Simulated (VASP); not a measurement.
Consider the following.

```
MgO
1.0
    0.00000     2.11112     2.11112
    2.11112     0.00000     2.11112
    2.11112     2.11112     0.00000
Mg O
1 1
Direct
  0.00000   0.00000   0.00000
  0.50000   0.50000   0.50000
```

Computed with vdW-DF-cx, VASP's PBE PAW potentials (set 64) (plane waves; VASP). Numerical set-up: 520 eV cut-off, 12×12×12 Γ-centred mesh, tetrahedra with Blöchl corrections, potentials Mg O.

Question: Predict the energy per atom (σ→0), band gap (on the k-mesh) with the smallest direct gap where there is one.

Answer: 
- band gap (on the k-mesh): 4.77 eV
- smallest direct gap (on the k-mesh): 4.77 eV
- energy per atom (σ→0): -4.597 eV/atom

Total energies compare only between runs with the same potentials, cut-off and functional.

The compound is MgO in the rock salt structure. It was relaxed first.
